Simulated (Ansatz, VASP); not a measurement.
# Cross-check of La2Fe2S2O3 between VASP and Ansatz, part 2 of 2

One calculation is typed for both programs; each brings its own data sets and cutoff. How far apart do they land? The cell is taken from a series of VASP runs on this material, whose earlier steps may have relaxed, scaled or displaced it; both programs get it as it stands.

VASP 6.6.1 and Ansatz 0.2.0.

So far: Starting point; VASP: single point, PBE, DFT+U.

**3. Ansatz: single point, PBE, DFT+U**

Level of this step: Ansatz beside VASP: Kohn-Sham DFT, plane waves, PBE, DFT+U (Ansatz).

Ansatz runs on its default PAW (the set named soft_2) files.

The same cell, functional, mesh and smearing now go to Ansatz, which takes its cutoff from its data sets.

input.yaml

```yaml
crystal:
  lattice:
    - [-2.023877, 2.023877, 9.092222]
    - [2.023877, -2.023877, 9.092222]
    - [2.023877, 2.023877, -9.092222]
  atoms:
    - { symbol: La, position: [0.181801, 0.181801, 0.0] }
    - { symbol: La, position: [0.818199, 0.818199, 0.0] }
    - { symbol: Fe, position: [0.5, 0.0, 0.5], spin: 4.0 }
    - { symbol: Fe, position: [0.0, 0.5, 0.5], spin: -4.0 }
    - { symbol: S, position: [0.404915, 0.404915, 0.0] }
    - { symbol: S, position: [0.595085, 0.595085, 0.0] }
    - { symbol: O, position: [0.75, 0.25, 0.5] }
    - { symbol: O, position: [0.25, 0.75, 0.5] }
    - { symbol: O, position: [0.0, 0.0, 0.0] }
hamiltonian:
  xc: pbe
  pseudopotentials: { kind: paw }
  hubbard: { sites: [{ species: Fe, l: d, u_eff: 4.5 }] }
magnetization:
  spin_polarized: true
kpoints:
  mp_grid: { grid: [8, 8, 8] }
scf:
  occupations: { method: fermi_dirac, width: 0.05 }
  n_extra_bands: 12
output:
  forces: true
  stress: true
  eigenvalues: true
```

On the command line:

```bash
$ ansatz run input.yaml --threads 4 --pin off --max-ram 9216MiB --backend cpu --events-out ev --progress --plain --runs-dir out
```

Numbers of over 12 decimals in the logs are rounded to 6 here.

Log:

```text
basis.fft_grid_basis auto: the FFT boxes are laid along the combinations [[1, 0, 1], [0, 1, 1], [0, 0, 1]] of the cell's own vectors, 4.048, 4.048 and 9.532 Å long. The dense box has 30×30×64 points. Along the cell's own vectors, as sized, it would have 64×64×64, 4.55 times as many. Of the 8 symmetry operations that the crystal satisfies within crystal.symmetry.tolerance (time reversal apart; of a slab, those that ke [...]
La: projections on atomic orbitals take those of the free atom [Kr 4d10] 4f0 5s2 5p6 5d1 6s2, of charge +0.00 (hamiltonian.pseudopotentials.projection_atoms); the dataset's partial waves leave at most 1.9e-5 of an orbital's norm unspanned inside its sphere
Fe: projections on atomic orbitals take those of the free atom [Ne] 3s2 3p6 3d6 4s2, of charge +0.00 (hamiltonian.pseudopotentials.projection_atoms); the dataset's partial waves leave at most 1.1e-6 of an orbital's norm unspanned inside its sphere
S: projections on atomic orbitals take those of the free atom [Ne] 3s2 3p4, of charge +0.00 (hamiltonian.pseudopotentials.projection_atoms); the dataset's partial waves leave at most 1.6e-7 of an orbital's norm unspanned inside its sphere
O: projections on atomic orbitals take those of the free atom [He] 2s2 2p4, of charge +0.00 (hamiltonian.pseudopotentials.projection_atoms); the dataset's partial waves leave at most 1.9e-8 of an orbital's norm unspanned inside its sphere
scf.n_extra_bands = 12 over 42 filled bands (N_el = 84.0): the run solves 54 bands
Engine: ansatz 0.2.0, aarch64-unknown-linux-gnu
Pseudopotentials: kind: paw
Pseudopotential: La, paw, valence charge 11, recommended cutoff 420 eV (normal), La.paw.azcp
Pseudopotential: Fe, paw, valence charge 16, recommended cutoff 420 eV (normal), Fe.paw.azcp
Pseudopotential: S, paw, valence charge 6, recommended cutoff 420 eV (normal), S.paw.azcp
Pseudopotential: O, paw, valence charge 6, recommended cutoff 420 eV (normal), O.paw.azcp
Functional definition: PBE
  parameter kappa = 0.804
  parameter beta = 0.066725
  exchange = pbe_x(kappa = kappa, mu = beta*pi^2/3)
  correlation = pbe_c(beta = beta)
Crystal: 9 atoms, lattice volume = 148.970 Å³
Basis set: ecut = 420 eV, 2915 PW (Γ), FFT grids on a1+a3, a2+a3, a3, exchange–correlation on 60×60×128 points (8 copies of the dense FFT grid, shifted against one another)
Bands: 54, of which v1, the nominal top of the filled ones, is band 42 counted from 1 (41 counted from 0)
Symmetry: 8 space group operations
Space group: Immm (ITA 71), of the structure as read, at distance tolerance 5.3e-5 Å
Magnetic group: BNS 139.535 (UNI 1195), of the structure as read, at distance tolerance 5.3e-5 Å
k-points: 95 of 512
Non-local potential: La, projectors of the file, l = 0: 3, l = 1: 2, l = 2: 2, l = 3: 3
Non-local potential: Fe, projectors of the file, l = 0: 3, l = 1: 2, l = 2: 3, l = 3: 1
Non-local potential: S, projectors of the file, l = 0: 2, l = 1: 2, l = 2: 2
Non-local potential: O, projectors of the file, l = 0: 2, l = 1: 2, l = 2: 1
PAW form: soft (Blöchl's): semilocal exchange-correlation on the pseudo side does not see the compensation charge
PAW one-centre angular grid: La, 590 points (default); XC on 64 Gauss nodes
PAW one-centre angular grid: Fe, 590 points (default); XC on 64 Gauss nodes
PAW one-centre angular grid: S, 110 points (default); XC on 64 Gauss nodes
PAW one-centre angular grid: O, 110 points (default); XC on 64 Gauss nodes
Initial density: superposition of atomic densities (chi_scale 0.1, normalization cell, long waves kept (reshape's long-wave potential 0.33 eV rms))
Starting moments: Σ|m| = 8 μB on 2 of 9 sites
Starting magnetic order: altermagnet, d-wave, planar spin-momentum locking; spin-degenerate planes through Γ normal to [1 -1 0], [1 1 2] of the run's lattice
Initial wavefunctions: pseudopotential atomic-orbital guess
Functional: x = pbe(κ = 0.804, μ = 0.219515), c = pbe(β = 0.066725)
SCF iter   1: F=—  HF=-24974.143320 eV  |F-HF|=—  |Δ(HF+E_count)|=         —  Δρ=4.15e-2 (↑4.15e-2 ↓4.15e-2)  dr2=9.02e0  dr2_m=2.95e-1  M=0.000 μB ∫|m|=7.445 μB  β_m=0.30  ethr=3.10e-3  ⟨swp⟩=5.3  Hψ=36750  notcnv=0
preconditioner: auto → Kerker (q_TF=auto, 2.480 Å⁻¹)  [metal: Δε(μ)=0.003 eV  Ē_g=9.672 eV  σ=0.050 eV  W_gap=0.02  n_scr=42 (ndim 8)  ℏωp=24.3 eV  f_vac=0.000  D(μ)=6.95/eV (n_scr^D=60)]
spin=Collinear: Kerker preconditioning applied to the charge; magnetization (m = ρ↑ − ρ↓) channel mixes plain (no charge-response kernel on spin).
SCF iter   2: F=—  HF=-24973.898433 eV  |F-HF|=—  |Δ(HF+E_count)|=   2.45e-1  Δρ=2.68e-2 (↑2.68e-2 ↓2.68e-2)  dr2=2.14e0  dr2_m=3.78e-1  M=0.000 μB ∫|m|=7.610 μB  β_m=0.30  ethr=3.10e-3  ⟨swp⟩=3.3  Hψ=21833  notcnv=0
preconditioner: auto → Resta (q_TF=auto, 2.480 Å⁻¹)  ε∞=6.8  [insulator: Δε(μ)=0.530 eV  Ē_g=10.147 eV  σ=0.050 eV  W_gap=0.99  n_scr=42 (ndim 8)  ℏωp=24.3 eV  f_vac=0.000  D(μ)=0.03/eV (n_scr^D=0)  ε∞_Penn≈6.8]
spin=Collinear: Resta preconditioning applied to the charge; magnetization (m = ρ↑ − ρ↓) channel mixes plain (no charge-response kernel on spin).
[...]
SCF iter  26: F=-24975.745264 eV  HF=-24975.745264 eV  |F-HF|=1.77e-8  |Δ(HF+E_count)|=   2.37e-8  Δρ=2.00e-6 (↑2.00e-6 ↓1.99e-6)  dr2=1.60e-8  dr2_m=5.23e-10  M=-0.000 μB ∫|m|=7.555 μB  β_m=1.00  ethr=5.58e-11  ⟨swp⟩=2.0  Hψ=34797  notcnv=0
Mixer restart at iter 26: flushing history
SCF iter  27: F=-24975.745264 eV  HF=-24975.745264 eV  |F-HF|=1.91e-7  |Δ(HF+E_count)|=   3.94e-8  Δρ=5.15e-6 (↑5.15e-6 ↓5.14e-6)  dr2=1.86e-7  dr2_m=8.62e-10  M=-0.000 μB ∫|m|=7.555 μB  β_m=1.00  ethr=1.91e-11  ⟨swp⟩=3.0  Hψ=18636  notcnv=0  κ⁻¹=1.0e0(r=1)
SCF iter  28: F=-24975.745264 eV  HF=-24975.745264 eV  |F-HF|=4.87e-9  |Δ(HF+E_count)|=   4.13e-8  Δρ=7.17e-7 (↑7.17e-7 ↓7.09e-7)  dr2=5.37e-9  dr2_m=1.66e-10  M=-0.000 μB ∫|m|=7.555 μB  ethr=1.91e-11  ⟨swp⟩=2.0  Hψ=33960  notcnv=0
SCF 1 converged in 28 iterations: F = -24975.745264 eV  dr2 = 5.37e-9
  greatest PAW one-centre occupation: 1.004 electrons in one spin orbital (limit 2), on the Fe atom at site 3 (counted from 0), in its partial waves of l = 1
Symmetry: 4 space group operations
k-points: 150 of 512
Initial density: read from a saved state, or passed on in memory by an earlier SCF of this step, an earlier step, the calling program or the single point that the run made first
Starting moments: Σ|m| = 8 μB on 2 of 9 sites; this step starts from the density that it was given
Initial wavefunctions: those read from a saved state, or passed on in memory by an earlier step or the calling program
iter 1 solved again at ethr=6.41e-12 eV; its pass at ethr=1.19e-6 eV (dr2=5.39e-9 eV) is discarded
SCF iter   1: F=—  HF=-24975.745264 eV  |F-HF|=—  |Δ(HF+E_count)|=         —  Δρ=7.17e-7 (↑7.17e-7 ↓7.10e-7)  dr2=5.39e-9  dr2_m=1.67e-10  M=0.000 μB ∫|m|=7.555 μB  ethr=6.41e-12  ⟨swp⟩=1.0  Hψ=87169  notcnv=0
preconditioner: auto → Resta (q_TF=auto, 2.480 Å⁻¹)  ε∞=6.1  [insulator: Δε(μ)=2.620 eV  Ē_g=10.777 eV  σ=0.050 eV  W_gap=1.00  n_scr=42 (ndim 8)  ℏωp=24.3 eV  f_vac=0.000  D(μ)=0.00/eV (n_scr^D=0)  ε∞_Penn≈6.1]
spin=Collinear: Resta preconditioning applied to the charge; magnetization (m = ρ↑ − ρ↓) channel mixes plain (no charge-response kernel on spin).
SCF iter   2: F=—  HF=-24975.742466 eV  |F-HF|=—  |Δ(HF+E_count)|=   2.80e-3  Δρ=4.88e-4 (↑4.88e-4 ↓4.88e-4)  dr2=4.63e-4  dr2_m=8.31e-6  M=0.000 μB ∫|m|=7.555 μB  ethr=1.19e-6  ⟨swp⟩=2.0  Hψ=63912  notcnv=0
SCF iter   3: F=—  HF=-24975.745261 eV  |F-HF|=—  |Δ(HF+E_count)|=   2.80e-3  Δρ=3.56e-5 (↑3.56e-5 ↓3.56e-5)  dr2=1.08e-5  dr2_m=7.53e-7  M=0.000 μB ∫|m|=7.555 μB  ethr=1.19e-6  ⟨swp⟩=1.0  Hψ=39851  notcnv=0
SCF iter   4: F=-24975.745264 eV  HF=-24975.745264 eV  |F-HF|=5.60e-9  |Δ(HF+E_count)|=   3.09e-6  Δρ=1.04e-6 (↑1.04e-6 ↓1.03e-6)  dr2=7.10e-9  dr2_m=3.52e-10  M=0.000 μB ∫|m|=7.555 μB  ethr=1.19e-10  ⟨swp⟩=2.1  Hψ=42846  notcnv=0
SCF 2 converged in 4 iterations: F = -24975.745264 eV  dr2 = 7.10e-9
an SCF along what the orbitals of the run's state read of its open shells (or to have them read: on a GPU, or by another smearing), with 4 of the crystal's symmetry operations given up (150 k-points in place of 95), reached no lower state that the run goes on to. This is no proof of a minimum
SCF converged after 28 iterations
an eigenvalue changed by more than its tolerance at an iteration that met the thresholds in force, so the SCF went on 2 times, its first undamped step at iteration 26: the last check found none over its tolerance
Magnetization: -0.0000 μB (42.0000 up, 42.0000 down)
Absolute magnetization: 7.5569 μB (∫|ρ↑−ρ↓|, with the PAW one-centre terms)
Spin contamination: 3.9645 ħ² per cell (⟨S²⟩ above its minimum at these occupations)
Per-site moments (μB) at R_I (Å): [(-4.476653833018449e-10, 0.979119), (-4.4766527479433034e-10, 0.979119), (3.295131, 0.8348492625), (-3.295131, 0.8348492625), (6.048084091309215e-9, 1.098037), (6.048084022792402e-9, 1.098037), (2.2002998416888899e-10, 0.979119), (2.2002982416489465e-10, 0.979119), (8.659619794072815e-9, 0.8348492625)]
Free energy (F): -24975.745264 eV
Harris-Foulkes:  -24975.745264 eV  (|F-HF|=4.87e-9)
Internal energy: -24975.745264 eV  (E = F + TS)
E sigma→0 (E₀):  -24975.745264 eV
Fermi energy:    11.386157 eV
--- Per-component energies (eV) ---
  E_band       = -701.539921
  E_kinetic    = 1806.351637
  E_local      = -9278.608797  (includes V_loc(G=0)·N_el)
  E_nonlocal   = 855.322980
  E_hartree    = 3924.318235
  E_xc         = -926.212345
  E_vxc        = -1050.764461  (∫ρ·V_xc dr)
  E_hubbard    = 1.736793  (on-site DFT+U / exact-exchange correction)
  E_vhub       = -24.884994  (the Hubbard potential's part of the band-sum identity)
  E_paw        = -15251.912384  (= ΣΔE_a)
  E_vpaw       = -857.602054  (= ΣTr[D̂ρ^β])
  E_aug_tail   = 0.008799  (compensation charges beyond the density's cutoff)
  E_ewald      = -6106.750182
  E_smearing   = -0.000000  (= −TS)
  E_closure    = 0.000000  (closes the sum)
  Σ components = -24975.745264   (vs F -24975.745264, Δ=0.00e0)
--- Forces (eV/Å), atoms counted from 1 ---
  atom   1  La     0.00000000     0.00000000     0.05372789
  atom   2  La     0.00000000     0.00000000    -0.05372789
  atom   3  Fe     0.00000000     0.00000000     0.00000000
  atom   4  Fe     0.00000000     0.00000000     0.00000000
  atom   5  S      0.00000000     0.00000000     0.02445138
  atom   6  S      0.00000000     0.00000000    -0.02445138
  atom   7  O      0.00000000     0.00000000    -0.00000000
  atom   8  O      0.00000000     0.00000000     0.00000000
  atom   9  O      0.00000000     0.00000000     0.00000000
  max |Σ_I F_I| component: 1.04e-17 eV/Å
--- Stress (GPa, compression-positive) ---
        2.286181       0.000000       0.000000
        0.000000       2.286180       0.000000
        0.000000       0.000000       0.928188
  P = ⅓ Tr σ = 1.8335 GPa (18.335 kbar)
--- Band table (eV; the first three rows and the last of 190) ---
  k-point 0 ↑: bands = [... 38 lower, 9.4143, 9.4395, 9.8142, 9.8554, 12.9535, 13.0167, 13.0222, 13.2368, ... 8 higher]
  k-point 1 ↑: bands = [... 38 lower, 8.9483, 9.4321, 9.4653, 9.9061, 13.0473, 13.1830, 13.2158, 13.4050, ... 8 higher]
  k-point 2 ↑: bands = [... 38 lower, 9.0042, 9.0405, 9.6612, 9.7140, 13.1851, 13.3474, 13.4681, 13.8009, ... 8 higher]
  k-point 94 ↓: bands = [... 38 lower, 9.1022, 9.1132, 9.2739, 10.0460, 12.8016, 13.0168, 13.2415, 13.3718, ... 8 higher]
Occupation matrices written to <dir>
```

Elapsed: 4.2 min, on 4 threads of Arm Neoverse V1, shared host; peak memory 5.8 GiB.

Reading the cycles: dr2 is the Hartree energy of the density residual (eV), the measure of convergence; HF is the Harris–Foulkes estimate of the energy, which meets the free energy F at convergence.

The run ends at a pressure of 1.83 GPa, with forces up to 0.054 eV/Å.

**4. Differences**

Known differences besides the potentials themselves: U acts on the PAW sphere in VASP and on atomic orbitals in Ansatz, so only states and trends compare; the data sets hold 84 valence electrons in Ansatz (default PAW (the set named soft_2) files) and 68 in VASP; the cutoff is 420 eV in Ansatz and 480 eV in VASP (PREC = Normal); site moments are counted in spheres of each program's own size. Total energies have different zeros and are not compared.

Both answers:

```csv
quantity,Ansatz,VASP,difference
pressure (GPa),1.83,0.72,+1.12
pressure without Ansatz's Pulay correction (GPa),1.58,0.72,+0.86
gap on the k mesh (eV),2.620,2.635,-0.015
moment on Fe3 (μB),3.29,3.68,-0.38
moment on Fe4 (μB),-3.29,-3.68,+0.38
```

Forces (eV/Å; atoms numbered as in POSCAR):

```csv
atom,"Ansatz x, y, z","VASP x, y, z"
La1,"0.000, 0.000, 0.054","0.000, 0.000, 0.049"
La2,"0.000, 0.000, -0.054","0.000, 0.000, -0.049"
Fe3,"0.000, 0.000, 0.000","0.000, 0.000, 0.000"
Fe4,"0.000, 0.000, 0.000","0.000, 0.000, 0.000"
S5,"0.000, 0.000, 0.024","0.000, 0.000, 0.124"
S6,"0.000, 0.000, -0.024","0.000, 0.000, -0.124"
O7,"0.000, 0.000, 0.000","0.000, 0.000, 0.000"
O8,"0.000, 0.000, 0.000","0.000, 0.000, 0.000"
O9,"0.000, 0.000, 0.000","0.000, 0.000, 0.000"
```

The forces differ by 27 meV/Å r.m.s., which is 74.7 % of the r.m.s. force of 0.04 eV/Å (both taken over all components). A gap on the mesh is an upper bound, since the band edges may lie between its points. Ansatz's pressure holds a Pulay correction of 0.26 GPa; VASP's holds none.

**5. Results**

- r.m.s. force difference (single point, PBE, DFT+U): 27 meV/Å
- difference in pressure (single point, PBE, DFT+U): 1.1 GPa

In words: The r.m.s. force difference is 27 meV/Å (single point, PBE, DFT+U). How closely two codes agree says nothing of how well the functional describes the real material.

[Lines on the potential files, build, host, timing and source positions are cut from VASP's logs without a mark.]

[Logs are printed without paths, hosts, clocks, repeated set-up lines and the standing remarks that a program may print on its own settings, such as how far it seeks lower states.]

[Hosts, paths, dates, database ids (printed as entryN), source tags and the programs' standing remarks are cut or masked in the printed files.]
